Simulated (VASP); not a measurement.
Data:

```
CELL_PARAMETERS angstrom
      4.62840     0.00000     0.00000
     -2.31420     4.00831     0.00000
      0.00000     0.00000     2.73685
ATOMIC_POSITIONS crystal
  Ag 0.00000 0.00000 0.00000
  Ag 0.33333 0.66667 0.50000
  Ag 0.66667 0.33333 0.50000
```

Method: PBEsol GGA, VASP's PBE PAW potentials (set 64) (plane waves; VASP 6.6.1). Settings: 400 eV cut-off, 9×9×12 Γ-centred mesh, tetrahedra with Blöchl corrections, potentials Ag.

The cores are frozen, which limits the accuracy of field gradients.

Q: Give the principal components of the electric field gradient (V/Å²) and the asymmetry η at each nucleus.

A: 
| atom | Vxx | Vyy | Vzz | η |
|---|---|---|---|---|
| Ag1 | 15.2 | 15.2 | -30.5 | 0.00 |
| Ag2 | -5.5 | -5.5 | 10.9 | 0.00 |
| Ag3 | -5.5 | -5.5 | 10.9 | 0.00 |

The structure was generated: Ag was put into the omega type (P6/mmm), which need not be its known phase. It was relaxed first.
